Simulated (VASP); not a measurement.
Level of theory: G0W0 on PBE orbitals, VASP's PBE PAW potentials (set 64) (plane waves; VASP 6.6.1).

VASP ran on this input.

**POSCAR**
```
CsBr
1
    4.2900000000     0.0000000000     0.0000000000
    0.0000000000     4.2900000000     0.0000000000
    0.0000000000     0.0000000000     4.2900000000
Cs Br
1 1
Direct
  0.0000000000   0.0000000000   0.0000000000
  0.5000000000   0.5000000000   0.5000000000
```

### KPOINTS
```
Automatic mesh
0
Gamma
4 4 4
0 0 0
```

INCAR:
```
ALGO = EVGW0
ENCUT = 500
ENCUTGW = 200
GGA = PE
ISMEAR = 0
LASPH = .True.
LCHARG = .False.
LREAL = .False.
LSPECTRALGW = .True.
LWAVE = .False.
NBANDS = 160
NBANDSGW = 16
NELMGW = 1
NOMEGA = 64
PREC = Normal
SIGMA = 0.01
SYSTEM = CsBr
```

POTCAR, in this order: Cs_sv_GW Br_GW (PBE.64 set). Program: vasp_std. Read from the step before: WAVECAR, WAVEDER.

The run wrote:

File OUTCAR:
```
 ion  position               nearest neighbor table
   1  0.000  0.000  0.000-
   2  0.500  0.500  0.500-
  LATTYP: Found a simple cubic cell.
 ALAT       =     4.2900000000
 Subroutine PRICEL returns:
 Original cell was already a primitive cell.
 Subroutine GETGRP returns: Found 48 space group operations
The static configuration has the point symmetry O_h .
The dynamic configuration has the point symmetry O_h .
 Subroutine INISYM returns: Found 48 space group operations
 Subroutine IBZKPT returns following result:
 Found     10 irreducible k-points:

 Following reciprocal coordinates:
            Coordinates               Weight
  0.000000  0.000000  0.000000      1.000000
  0.250000  0.000000  0.000000      6.000000
  0.500000  0.000000  0.000000      3.000000
  0.250000  0.250000  0.000000     12.000000
  0.500000  0.250000  0.000000     12.000000
  0.500000  0.500000  0.000000      3.000000
  0.250000  0.250000  0.250000      8.000000
  0.500000  0.250000  0.250000     12.000000
  0.500000  0.500000  0.250000      6.000000
  0.500000  0.500000  0.500000      1.000000
 Subroutine IBZKPT_HF returns following result:
   k-points           NKPTS =     10   k-points in BZ     NKDIM =     64   number of bands    NBANDS=    160
   number of dos      NEDOS =    301   number of ions     NIONS =      2
   total plane-waves  NPLWV =  13824
   dimension x,y,z NGX =    24 NGY =   24 NGZ =   24
   dimension x,y,z NGXF=    48 NGYF=   48 NGZF=   48
   ions per type =               1   1
   PREC   = normal    normal or accurate (medium, high low for compatibility)
   ISTART =      1    job   : 0-new  1-cont  2-samecut
   ICHARG =      0    charge: 1-file 2-atom 10-const
   ISPIN  =      1    spin polarized calculation?
   LNONCOLLINEAR =      F non collinear calculations
   LSORBIT =      F    spin-orbit coupling
   INIWAV =      1    electr: 0-lowe 1-rand  2-diag
...
```

### OSZICAR
```
energies w=
    0.000    0.000    0.536    0.000    1.071    0.000    1.603    0.000
    2.132    0.000    2.657    0.000    3.176    0.000    3.689    0.000
    4.195    0.000    4.695    0.000    5.188    0.000    5.674    0.000
    6.154    0.000    6.627    0.000    7.094    0.000    7.556    0.000
    8.012    0.000    8.465    0.000    8.914    0.000    9.361    0.000
    9.806    0.000   10.251    0.000   10.695    0.000   11.141    0.000
   11.590    0.000   12.042    0.000   12.498    0.000   12.961    0.000
   13.432    0.000   13.911    0.000   14.401    0.000   14.904    0.000
   15.421    0.000   15.955    0.000   16.509    0.000   17.084    0.000
   17.684    0.000   18.313    0.000   18.974    0.000   19.673    0.000
   20.414    0.000   21.204    0.000   22.050    0.000   22.960    0.000
   23.945    0.000   25.017    0.000   26.191    0.000   27.485    0.000
   28.921    0.000   30.527    0.000   32.339    0.000   34.401    0.000
   36.774    0.000   39.534    0.000   42.789    0.000   46.686    0.000
   51.436    0.000   57.355    0.000   64.928    0.000   74.955    0.000
   88.837    0.000  109.295    0.000  142.381    0.000  204.833    0.000
NQ=   1    0.0000    0.0000    0.0000,
 performed        206000 updates of chi_q(r,r)
NQ=   2    0.2500    0.0000    0.0000,
 performed        576000 updates of chi_q(r,r)
NQ=   3    0.5000    0.0000    0.0000,
 performed        859000 updates of chi_q(r,r)
NQ=   4    0.2500    0.2500    0.0000,
 performed       1301000 updates of chi_q(r,r)
NQ=   5    0.5000    0.2500    0.0000,
 performed       1743000 updates of chi_q(r,r)
NQ=   6    0.5000    0.5000    0.0000,
 performed       2021000 updates of chi_q(r,r)
NQ=   7    0.2500    0.2500    0.2500,
 performed       2360000 updates of chi_q(r,r)
NQ=   8    0.5000    0.2500    0.2500,
 performed       2771000 updates of chi_q(r,r)
NQ=   9    0.5000    0.5000    0.2500,
 performed       3131000 updates of chi_q(r,r)
NQ=  10    0.5000    0.5000    0.5000,
 performed       3337000 updates of chi_q(r,r)
 resolving degeneracies of screened two electron integrals
```

File OUTCAR:
```


 k-point   1 :       0.0000    0.0000    0.0000
  band No.  KS-energies  QP-energies   sigma(KS)   V_xc(KS)     V^pw_x(r,r')   Z            occupation Imag(sigma)

      1     -19.2794     -20.0969     -15.4771     -14.2864     -22.7740       0.6866       2.0000       1.1703
      2     -11.8808     -12.9584     -15.5863     -13.9687     -22.1473       0.6661       2.0000       1.0937
      3      -5.8777      -7.7762     -15.3467     -12.9704     -17.5021       0.7989       2.0000       0.0729
      4      -5.8777      -7.7762     -15.3467     -12.9704     -17.5021       0.7989       2.0000       0.0729
      5      -5.8777      -7.7762     -15.3467     -12.9704     -17.5021       0.7989       2.0000       0.0729
      6       0.4803      -1.0851     -14.6266     -12.6429     -16.4327       0.7892       2.0000       0.0585
      7       0.4803      -1.0851     -14.6266     -12.6429     -16.4327       0.7892       2.0000       0.0585
      8       0.4803      -1.0851     -14.6266     -12.6429     -16.4327       0.7892       2.0000       0.0585
      9       4.9907       5.6466      -6.6201      -7.3959      -3.4359       0.8454       0.0000      -0.0484
     10       5.4104       6.1343      -6.3969      -7.2568      -3.2998       0.8418       0.0000      -0.0500
     11       5.4104       6.1343      -6.3969      -7.2568      -3.2998       0.8418       0.0000      -0.0500
     12       9.6138      10.9412      -7.8265      -9.4426      -4.3075       0.8214       0.0000      -0.0667
     13       9.6138      10.9412      -7.8265      -9.4426      -4.3075       0.8214       0.0000      -0.0667
     14       9.6138      10.9412      -7.8265      -9.4426      -4.3075       0.8214       0.0000      -0.0667
     15      12.5859      13.5929      -7.1513      -8.3922      -3.4015       0.8115       0.0000      -0.1174
     16      12.5859      13.5929      -7.1513      -8.3922      -3.4015       0.8115       0.0000      -0.1174

 k-point   2 :       0.2500    0.0000    0.0000
  band No.  KS-energies  QP-energies   sigma(KS)   V_xc(KS)     V^pw_x(r,r')   Z            occupation Imag(sigma)

      1     -19.2529     -20.0632     -15.5051     -14.3165     -22.7867       0.6817       2.0000       1.1518
      2     -11.8884     -12.9595     -15.5533     -13.9369     -22.1177       0.6626       2.0000       1.0827
      3      -6.0804      -7.9952     -15.1833     -12.7897     -17.3548       0.8000       2.0000       0.0756
      4      -5.8256      -7.7193     -15.3986     -13.0342     -17.5301       0.8009       2.0000       0.0691
      5      -5.8256      -7.7193     -15.3986     -13.0342     -17.5301       0.8009       2.0000       0.0691
      6      -0.2676      -1.9042     -13.6983     -11.6154     -15.5418       0.7857       2.0000       0.0651
      7       0.3800      -1.2013     -14.4873     -12.4819     -16.3080       0.7885       2.0000       0.0595
      8       0.3800      -1.2013     -14.4873     -12.4819     -16.3080       0.7885       2.0000       0.0595
      9       5.7927       6.5602      -6.4336      -7.3472      -3.2576       0.8400       0.0000      -0.0522
     10       6.2902       7.0234      -7.3004      -8.1784      -4.0470       0.8351       0.0000      -0.0523
     11       6.6513       7.4871      -6.9237      -7.9258      -3.6906       0.8340       0.0000      -0.0554
     12       9.3566      10.5970      -7.7395      -9.2507      -4.1939       0.8208       0.0000      -0.0687
     13       9.3566      10.5970      -7.7395      -9.2507      -4.1939       0.8208       0.0000      -0.0687
     14       9.9114      11.2801      -7.8831      -9.5552      -4.2832       0.8185       0.0000      -0.0718
     15      10.1168      10.9789      -6.4120      -7.4622      -2.7779       0.8209       0.0000      -0.0750
     16      12.3640      13.5289      -7.3373      -8.7961      -3.2716       0.7986       0.0000      -0.1172

 k-point   3 :       0.5000    0.0000    0.0000
  band No.  KS-energies  QP-energies   sigma(KS)   V_xc(KS)     V^pw_x(r,r')   Z            occupation Imag(sigma)

      1     -19.2260     -20.0385     -15.5343     -14.3475     -22.7999       0.6846       2.0000       1.1343
      2     -11.8983     -12.9656     -15.5168     -13.8983     -22.0814       0.6594       2.0000       1.0737
      3      -6.2584      -8.1850     -15.0750     -12.6682     -17.2652       0.8005       2.0000       0.0783
      4      -5.7718      -7.6602     -15.4543     -13.1026     -17.5603       0.8030       2.0000       0.0650
      5      -5.7718      -7.6602     -15.4543     -13.1026     -17.5603       0.8030       2.0000       0.0650
      6      -0.8346      -2.5455     -13.2573     -11.0666     -15.2223       0.7809       2.0000       0.0747
      7       0.2751      -1.3185     -14.3373     -12.3101     -16.1726       0.7861       2.0000       0.0608
      8       0.2751      -1.3185     -14.3373     -12.3101     -16.1726       0.7861       2.0000       0.0608
      9       6.4188       7.2914      -6.5533      -7.5991      -3.2157       0.8343       0.0000      -0.0575
     10       7.7843       8.7361      -7.9884      -9.1477      -4.5660       0.8210       0.0000      -0.0645
     11       8.2250       8.9806      -7.1159      -8.0275      -3.6887       0.8289       0.0000      -0.0639
     12       8.6294       9.3224      -6.1727      -7.0029      -2.8061       0.8347       0.0000      -0.0596
     13       9.3774      10.6186      -7.9858      -9.5081      -4.3851       0.8153       0.0000      -0.0734
     14       9.3774      10.6186      -7.9858      -9.5081      -4.3851       0.8153       0.0000      -0.0734
     15      10.3407      11.7828      -8.0118      -9.7890      -4.2830       0.8114       0.0000      -0.0809
     16      11.1666      12.1930      -7.0112      -8.2707      -3.2358       0.8150       0.0000      -0.0815

 k-point   4 :       0.2500    0.2500    0.0000
  band No.  KS-energies  QP-energies   sigma(KS)   V_xc(KS)     V^pw_x(r,r')   Z            occupation Imag(sigma)

      1     -19.2283     -20.0365     -15.5314     -14.3438     -22.7988       0.6805       2.0000       1.1380
      2     -11.8638     -12.9182     -15.5715     -13.9597     -22.1299       0.6542       2.0000       1.0682
      3      -6.1835      -8.1238     -15.0458     -12.6109     -17.2716       0.7968       2.0000       0.0850
      4      -6.0304      -7.9402     -15.2344     -12.8525     -17.3848       0.8018       2.0000       0.0720
      5      -5.7830      -7.6728     -15.4421     -13.0864     -17.5588       0.8022       2.0000       0.0667
      6      -0.2953      -1.9460     -13.7332     -11.6282     -15.6126       0.7842       2.0000       0.0664
      7       0.1402      -1.4616     -14.3413     -12.3073     -16.1810       0.7875       2.0000       0.0609
      8       0.3787      -1.2040     -14.4788     -12.4689     -16.3039       0.7874       2.0000       0.0597
      9       6.2524       7.0700      -6.8817      -7.8595      -3.6443       0.8361       0.0000      -0.0537
     10       6.6044       7.3894      -6.8466      -7.7841      -3.5946       0.8374       0.0000      -0.0534
     11       7.4416       8.3561      -7.0592      -8.1628      -3.6987       0.8286       0.0000      -0.0610
     12       8.4495       9.5641      -7.3502      -8.6945      -3.9644       0.8291       0.0000      -0.0594
     13       9.0817      10.1065      -7.6866      -8.9429      -4.0841       0.8157       0.0000      -0.0732
     14       9.6125      10.8707      -7.8440      -9.3866      -4.2263       0.8156       0.0000      -0.0738
     15      10.5840      11.5192      -6.7032      -7.8504      -2.9406       0.8152       0.0000      -0.0821
     16      11.9919      13.0686      -6.8183      -8.1571      -2.8228       0.8042       0.0000      -0.1141

 k-point   5 :       0.5000    0.2500    0.0000
  band No.  KS-energies  QP-energies   sigma(KS)   V_xc(KS)     V^pw_x(r,r')   Z            occupation Imag(sigma)

      1     -19.2034     -20.0133     -15.5580     -14.3719     -22.8114       0.6829       2.0000       1.1255
      2     -11.8400     -12.8908     -15.5889     -13.9794     -22.1388       0.6529       2.0000       1.0560
      3      -6.3579      -8.3115     -14.9485     -12.5009     -17.1922       0.7982       2.0000       0.0879
      4      -6.1410      -8.0762     -15.0788     -12.6521     -17.2897       0.7974       2.0000       0.0825
      5      -5.7394      -7.6254     -15.4881     -13.1413     -17.5891       0.8036       2.0000       0.0643
      6      -0.4508      -2.1169     -13.7702     -11.6447     -15.6833       0.7839       2.0000       0.0680
      7       0.0665      -1.5467     -14.2433     -12.1898     -16.1003       0.7856       2.0000       0.0621
      8       0.3728      -1.2116     -14.4562     -12.4421     -16.2838       0.7867       2.0000       0.0599
      9       6.3385       7.1565      -6.7812      -7.7599      -3.5341       0.8357       0.0000      -0.0542
     10       6.7779       7.6177      -7.0169      -8.0206      -3.7884       0.8367       0.0000      -0.0530
     11       8.3754       9.3590      -7.3049      -8.5013      -3.7589       0.8221       0.0000      -0.0698
     12       8.4074       9.5114      -7.5036      -8.8382      -4.1104       0.8272       0.0000      -0.0606
     13       8.5083       9.6076      -7.3295      -8.6560      -3.9281       0.8287       0.0000      -0.0603
     14       9.8996      10.7055      -7.0371      -8.0245      -3.3957       0.8161       0.0000      -0.0777
     15      11.0080      12.0133      -7.0364      -8.2843      -3.1717       0.8056       0.0000      -0.0938
     16      11.3184      12.5175      -7.4150      -8.9074      -3.5716       0.8034       0.0000      -0.0963

 k-point   6 :       0.5000    0.5000    0.0000
  band No.  KS-energies  QP-energies   sigma(KS)   V_xc(KS)     V^pw_x(r,r')   Z            occupation Imag(sigma)

      1     -19.1804     -19.9936     -15.5816     -14.3968     -22.8232       0.6863       2.0000       1.1181
      2     -11.7793     -12.8261     -15.6685     -14.0679     -22.2023       0.6540       2.0000       1.0410
      3      -6.4635      -8.4428     -14.8097     -12.3192     -17.1087       0.7947       2.0000       0.0989
      4      -6.4635      -8.4428     -14.8097     -12.3192     -17.1087       0.7947       2.0000       0.0989
      5      -5.7066      -7.5892     -15.5233     -13.1815     -17.6190       0.8039       2.0000       0.0635
...
```
(Selected blocks of OUTCAR.)

The mesh is coarse and the basis finite, so the quasiparticle values are not converged.

The compound is CsBr in the CsCl type structure. The cell was not relaxed at this level.
